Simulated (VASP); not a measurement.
Energy against volume of ZnS (zinc blende). All values below come from rev-vdW-DF2, VASP's PBE PAW potentials (set 64) (plane waves; VASP 6.6.1). Run with 520 eV cut-off, 8×8×8 Γ-centred mesh, Gaussian smearing of 0.050 eV, potentials Zn S.

```
V (Å³/atom)  E (eV/atom)
-----------  -----------
18.605          -1.40362
19.199          -1.41800
19.793          -1.42275
20.386          -1.41933
```

Question: Fit these four points and predict the energy of the run at 20.980 Å³/atom.

Answer: A cubic in V^(−2/3), the third-order Birch-Murnaghan form, passes through the four points with V0 = 19.82 Å³/atom and B0 = 73 GPa, and gives -1.4089 eV/atom there. The run gave -1.4090 eV/atom, -0.0 meV/atom from the fit; all five points give B0 = 73 GPa.

The compound is ZnS in the zinc blende structure. It was relaxed first.
